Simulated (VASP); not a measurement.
# BP: what each functional gives for the gap, part 2 of 2

How does the band gap of BP depend on the functional? The starting structure is a measured crystal structure from the Crystallography Open Database. Cell and atoms stay as given. Meshes and data sets differ where the inputs say so.

VASP 6.6.1.

Results so far: LDA 1.196 eV; PBE 1.248 eV; r2SCAN 1.455 eV; TB-mBJ 2.089 eV.

### Step 6. Bands with HSE06

Level of this step: HSE06; plane waves and PAW (P, B) (VASP).

HSE06 mixes in a quarter of exact exchange at short range, at far higher cost; in semiconductors this cures much of the gap error, while metals seldom gain. This run uses a 6×6×6 mesh. Its starting orbitals come from a semilocal run on the same mesh, not shown.

Input file INCAR:

```
SYSTEM = BP
PREC = Accurate
ENCUT = 370
EDIFF = 1E-06
NELM = 100
ISMEAR = 0
SIGMA = 0.03
LREAL = .FALSE.
ALGO = Normal
LHFCALC = .TRUE.
AEXX = 0.25
GGA = PE
HFSCREEN = 0.2
LASPH = .TRUE.
NBANDS = 10
PRECFOCK = Fast
LORBIT = 11
LWAVE = .FALSE.
LCHARG = .FALSE.
KPAR = 4
```

Input file POSCAR:

```
BP
1.0
    0.0000000000      2.2690000000      2.2690000000
    2.2690000000      0.0000000000      2.2690000000
    2.2690000000      2.2690000000      0.0000000000
P B
1 1
Direct
    0.7500000000      0.7500000000      0.7500000000
    0.0000000000      0.0000000000      0.0000000000
```

Input file KPOINTS:

```
Automatic mesh
0
Gamma
6 6 6
0 0 0
```

Input file KPOINTS_OPT:

```
Line mode
10
Line-mode
Reciprocal
  0.00000000   0.00000000   0.00000000 GAMMA
  0.50000000   0.00000000   0.50000000 X

  0.50000000   0.00000000   0.50000000 X
  0.50000000   0.25000000   0.75000000 W

  0.50000000   0.25000000   0.75000000 W
  0.37500000   0.37500000   0.75000000 K

  0.37500000   0.37500000   0.75000000 K
  0.00000000   0.00000000   0.00000000 GAMMA

  0.00000000   0.00000000   0.00000000 GAMMA
  0.50000000   0.50000000   0.50000000 L

  0.50000000   0.50000000   0.50000000 L
  0.62500000   0.25000000   0.62500000 U

  0.62500000   0.25000000   0.62500000 U
  0.50000000   0.25000000   0.75000000 W

  0.50000000   0.25000000   0.75000000 W
  0.50000000   0.50000000   0.50000000 L

  0.50000000   0.50000000   0.50000000 L
  0.37500000   0.37500000   0.75000000 K

  0.62500000   0.25000000   0.62500000 U
  0.50000000   0.00000000   0.50000000 X
```

The projector-augmented-wave data sets are P and B (PBE family, release 64).

Started as:

```
mpirun -np 4 vasp_std
```

Numbers of over 12 decimals in the logs are rounded to 6 here.

Log:

```text
[banner, memory and clock lines left out]
running    4 mpi-ranks, on    1 nodes
[...]
LDA part: xc-table for (Slater+PW92), standard interpolation
 found WAVECAR, reading the header
 POSCAR, INCAR and KPOINTS ok, starting setup
[...]
reading WAVECAR
 the WAVECAR file was read successfully
 initial charge from wavefunction
 entering main loop
       N       E                     dE             d eps       ncg     rms          rms(c)
DAV:   1    -0.148536592667E+02   -0.14854E+02   -0.65989E-01   332   0.648E+00    0.298E+00
DAV:   2    -0.148571259151E+02   -0.34666E-02   -0.12107E-02   366   0.771E-01    0.195E+00
DAV:   3    -0.148561375242E+02    0.98839E-03   -0.53317E-04   374   0.163E-01    0.110E+00
DAV:   4    -0.148557757490E+02    0.36178E-03   -0.12488E-04   364   0.801E-02    0.616E-01
[...]
DAV:   8    -0.148556003393E+02    0.39280E-05   -0.15116E-06   248   0.987E-03    0.617E-02
DAV:   9    -0.148555991170E+02    0.12222E-05   -0.65551E-07   180   0.638E-03    0.341E-02
DAV:  10    -0.148555988133E+02    0.30375E-06   -0.22600E-07   184   0.364E-03
   1 F= -.14855599E+02 E0= -.14855599E+02  d E =-.300216E-17
 Start KPOINTS_OPT (optional k-point list driver)
k-point batch [1-16\100]
       N       E                     dE             ncg
DAV:   1     0.359018843065E+03   -0.33606E+04      320
DAV:   2     0.495279356670E+02   -0.30949E+03      440
DAV:   3     0.323549388700E+02   -0.17173E+02      424
DAV:   4     0.322213527829E+02   -0.13359E+00      436
DAV:   5     0.322208043105E+02   -0.54847E-03      450
DAV:   6     0.322208012083E+02   -0.31022E-05      434
DAV:   7     0.322208011926E+02   -0.15718E-07      458
[...]
k-point batch [97-100\100]
       N       E                     dE             ncg
DAV:   1     0.377910104391E+04   -0.12507E+04       80
DAV:   2     0.371392336552E+04   -0.65178E+02      112
DAV:   3     0.371174877574E+04   -0.21746E+01      118
DAV:   4     0.371173526214E+04   -0.13514E-01      128
DAV:   5     0.371173518673E+04   -0.75411E-04      112
DAV:   6     0.371173518639E+04   -0.33629E-06      120
```

Elapsed: 2.2 min, on 4 MPI ranks of AMD EPYC 9R14 (Zen 4), shared host; peak memory 0.84 GiB.

Parts of OUTCAR (step 6):

```text
 POSITION                                       TOTAL-FORCE (eV/Angst)
 -----------------------------------------------------------------------------------
      3.40350      3.40350      3.40350         0.000000      0.000000     -0.000000
      0.00000      0.00000      0.00000        -0.000000     -0.000000      0.000000
 -----------------------------------------------------------------------------------
    total drift:                                0.000002     -0.000000      0.000001

  FREE ENERGIE OF THE ION-ELECTRON SYSTEM (eV)
  ---------------------------------------------------
  free  energy   TOTEN  =       -14.8555988133 eV

  energy  without entropy=      -14.8555988133  energy(sigma->0) =      -14.85559881

[... 1 part as in an earlier step ...]

[... 2 further parts left out ...]
[key lines of the parts left out:]
E-fermi :   7.1684
```

HSE06 gives a least gap of 1.996 eV, and a least direct gap of 4.354 eV. The least gap is +0.799 eV from that of LDA, on another mesh, which alone can move a gap by some hundredths of an eV.

### Step 7. Bands with PBE0

PBE0 keeps a quarter of exact exchange at all ranges; it tends to overshoot small gaps. This run uses a 6×6×6 mesh. It starts from the orbitals of an earlier run, not shown.

INCAR, as its differences from that of step 6:

```diff
@@ -12,3 +12,2 @@
 GGA = PE
-HFSCREEN = 0.2
 LASPH = .TRUE.
@@ -16,2 +15,3 @@
 PRECFOCK = Fast
+HFRCUT = -1
 LORBIT = 11
```

POSCAR is that of step 6.

KPOINTS is that of step 6.

KPOINTS_OPT is that of step 6.

Started as:

```
mpirun -np 4 vasp_std
```

Log:

```text
[banner, memory and clock lines left out]
running    4 mpi-ranks, on    1 nodes
[...]
LDA part: xc-table for (Slater+PW92), standard interpolation
 found WAVECAR, reading the header
 POSCAR, INCAR and KPOINTS ok, starting setup
[...]
HFRCUT set to (new)   10.640602
 reading WAVECAR
 the WAVECAR file was read successfully
 initial charge from wavefunction
 entering main loop
       N       E                     dE             d eps       ncg     rms          rms(c)
DAV:   1    -0.157536963739E+02   -0.15754E+02   -0.67295E-01   332   0.653E+00    0.296E+00
DAV:   2    -0.157588668598E+02   -0.51705E-02   -0.14754E-02   372   0.815E-01    0.198E+00
DAV:   3    -0.157579262313E+02    0.94063E-03   -0.70882E-04   370   0.183E-01    0.112E+00
DAV:   4    -0.157575500517E+02    0.37618E-03   -0.13259E-04   356   0.812E-02    0.628E-01
[...]
DAV:   8    -0.157573627450E+02    0.41600E-05   -0.17067E-06   278   0.104E-02    0.631E-02
DAV:   9    -0.157573615291E+02    0.12159E-05   -0.65355E-07   172   0.627E-03    0.354E-02
DAV:  10    -0.157573612205E+02    0.30861E-06   -0.23864E-07   184   0.368E-03
   1 F= -.15757361E+02 E0= -.15757361E+02  d E =-.409875E-25
 Start KPOINTS_OPT (optional k-point list driver)
k-point batch [1-16\100]
       N       E                     dE             ncg
DAV:   1     0.316834045550E+03   -0.34028E+04      320
DAV:   2    -0.145588603981E+00   -0.31698E+03      440
DAV:   3    -0.172526395114E+02   -0.17107E+02      424
DAV:   4    -0.173824383563E+02   -0.12980E+00      436
DAV:   5    -0.173829491693E+02   -0.51081E-03      450
DAV:   6    -0.173829518270E+02   -0.26576E-05      430
DAV:   7    -0.173829518391E+02   -0.12193E-07      460
[...]
k-point batch [97-100\100]
       N       E                     dE             ncg
DAV:   1     0.376732513003E+04   -0.12625E+04       80
DAV:   2     0.370119226085E+04   -0.66133E+02      112
DAV:   3     0.369906179933E+04   -0.21305E+01      126
DAV:   4     0.369904917615E+04   -0.12623E-01      128
DAV:   5     0.369904911049E+04   -0.65666E-04      112
DAV:   6     0.369904911019E+04   -0.29728E-06      120
```

Wall time 1.9 min (4 MPI ranks); peak memory 0.49 GiB.

From OUTCAR (step 7):

```text
 POSITION                                       TOTAL-FORCE (eV/Angst)
 -----------------------------------------------------------------------------------
      3.40350      3.40350      3.40350         0.000000      0.000000      0.000000
      0.00000      0.00000      0.00000        -0.000000     -0.000000     -0.000000
 -----------------------------------------------------------------------------------
    total drift:                                0.000002     -0.000001      0.000000

  FREE ENERGIE OF THE ION-ELECTRON SYSTEM (eV)
  ---------------------------------------------------
  free  energy   TOTEN  =       -15.7573612205 eV

  energy  without entropy=      -15.7573612205  energy(sigma->0) =      -15.75736122

[... 2 parts as in an earlier step ...]

[... 1 further part left out ...]
[key lines of the parts left out:]
E-fermi :   6.8746
```

PBE0 gives a least gap of 2.677 eV, and a least direct gap of 5.022 eV. The least gap is +1.481 eV from that of LDA, on another mesh, which alone can move a gap by some hundredths of an eV.

### Step 8. Bands with r2SCAN-EpsX

Here the share of exact exchange is set to the inverse of the computed dielectric constant, since screening weakens exchange. This run uses a 6×6×6 mesh. It starts from the orbitals of an earlier run, not shown.

INCAR, as its differences from that of step 7:

```diff
@@ -10,4 +10,4 @@
 LHFCALC = .TRUE.
-AEXX = 0.25
-GGA = PE
+AEXX = 0.109
+METAGGA = R2SCAN
 LASPH = .TRUE.
```

POSCAR is that of step 7.

KPOINTS is that of step 7.

KPOINTS_OPT is that of step 7.

Started as:

```
mpirun -np 4 vasp_std
```

Log:

```text
[banner, memory and clock lines left out]
running    4 mpi-ranks, on    1 nodes
[...]
[... a notice as in an earlier step ...]

 LDA part: xc-table for (None), standard interpolation
 found WAVECAR, reading the header
 POSCAR, INCAR and KPOINTS ok, starting setup
[...]
HFRCUT set to (new)   10.640602
 reading WAVECAR
 the WAVECAR file was read successfully
 initial charge from wavefunction
 entering main loop
       N       E                     dE             d eps       ncg     rms          rms(c)
DAV:   1    -0.180218022667E+02   -0.18022E+02   -0.88069E-01   328   0.809E+00    0.315E+00
DAV:   2    -0.180258696164E+02   -0.40673E-02   -0.15774E-02   390   0.945E-01    0.215E+00
DAV:   3    -0.180256941273E+02    0.17549E-03   -0.25256E-04   368   0.119E-01    0.127E+00
DAV:   4    -0.180255907962E+02    0.10333E-03   -0.33561E-05   368   0.470E-02    0.747E-01
[...]
DAV:   8    -0.180255143129E+02    0.36889E-05   -0.53789E-07   180   0.773E-03    0.872E-02
DAV:   9    -0.180255125593E+02    0.17536E-05   -0.25069E-07   172   0.531E-03    0.505E-02
DAV:  10    -0.180255116817E+02    0.87760E-06   -0.89393E-08   172   0.315E-03
   1 F= -.18025512E+02 E0= -.18025512E+02  d E =-.752612E-18
 Start KPOINTS_OPT (optional k-point list driver)
k-point batch [1-16\100]
       N       E                     dE             ncg
DAV:   1     0.370007204282E+03   -0.33496E+04      320
DAV:   2     0.621089071281E+02   -0.30790E+03      450
DAV:   3     0.506722268178E+02   -0.11437E+02      424
DAV:   4     0.506107521382E+02   -0.61475E-01      436
DAV:   5     0.506105820032E+02   -0.17013E-03      452
DAV:   6     0.506105814581E+02   -0.54510E-06      462
[...]
k-point batch [97-100\100]
       N       E                     dE             ncg
DAV:   1     0.378231488614E+04   -0.12475E+04       80
DAV:   2     0.371806459462E+04   -0.64250E+02      112
DAV:   3     0.371658829019E+04   -0.14763E+01      118
DAV:   4     0.371658276295E+04   -0.55272E-02      128
DAV:   5     0.371658275157E+04   -0.11377E-04       96
DAV:   6     0.371658275154E+04   -0.24856E-07      128
```

The job ended after 1.9 min (4 MPI ranks; peak memory 0.49 GiB).

From OUTCAR (step 8):

```text
 POSITION                                       TOTAL-FORCE (eV/Angst)
 -----------------------------------------------------------------------------------
      3.40350      3.40350      3.40350         0.000000      0.000000      0.000000
      0.00000      0.00000      0.00000        -0.000000     -0.000000     -0.000000
 -----------------------------------------------------------------------------------
    total drift:                               -0.000000      0.000000      0.000000

  FREE ENERGIE OF THE ION-ELECTRON SYSTEM (eV)
  ---------------------------------------------------
  free  energy   TOTEN  =       -18.0255116817 eV

  energy  without entropy=      -18.0255116817  energy(sigma->0) =      -18.02551168

[... 2 parts as in an earlier step ...]

[... 1 further part left out ...]
[key lines of the parts left out:]
E-fermi :   7.2587
```

r2SCAN-EpsX gives a least gap of 2.023 eV, and a least direct gap of 4.277 eV. The least gap is +0.827 eV from that of LDA, on another mesh, which alone can move a gap by some hundredths of an eV.

### Step 9. All runs side by side

| level | gap (eV) | least direct gap (eV) | mesh | core minutes |
| --- | --- | --- | --- | --- |
| LDA | 1.196 | 3.378 | 8×8×8 | 0.293 |
| PBE | 1.248 | 3.4 | 8×8×8 | 0.32 |
| r2SCAN | 1.455 | 3.639 | 8×8×8 | 1.09 |
| TB-mBJ | 2.089 | 4.264 | 8×8×8 | 0.64 |
| HSE06 | 1.996 | 4.354 | 6×6×6 | 8.8 |
| PBE0 | 2.677 | 5.022 | 6×6×6 | 7.73 |
| r2SCAN-EpsX | 2.023 | 4.277 | 6×6×6 | 7.47 |

Core minutes are wall time times ranks of the run shown, on a shared host.

### Step 10. Summary of results

| Item | Value |
| --- | --- |
| gap, LDA | 1.196 eV |
| gap, PBE | 1.248 eV |
| gap, r2SCAN | 1.455 eV |
| gap, TB-mBJ | 2.089 eV |
| gap, HSE06 | 1.996 eV |
| gap, PBE0 | 2.677 eV |
| gap, r2SCAN-EpsX | 2.023 eV |

In words: Without spin-orbit coupling the gap of BP runs from 1.196 eV (LDA) to 2.677 eV (PBE0). HSE06 gives +0.75 eV from PBE, on another mesh, which alone can move a gap by some hundredths of an eV. TB-mBJ lies +0.09 eV from HSE06, on another mesh, which alone can move a gap by some hundredths of an eV. These are gaps between Kohn-Sham or generalised Kohn-Sham levels of a static lattice, without excitons or temperature. Further runs on this material are not shown.

[Lines on the potential files, build, host, timing and source positions are cut from VASP's logs without a mark.]

[Logs are printed without paths, hosts, clocks, repeated set-up lines and the standing remarks that a program may print on its own settings, such as how far it seeks lower states.]

[Hosts, paths, dates, database ids (printed as entryN), source tags and the programs' standing remarks are cut or masked in the printed files.]
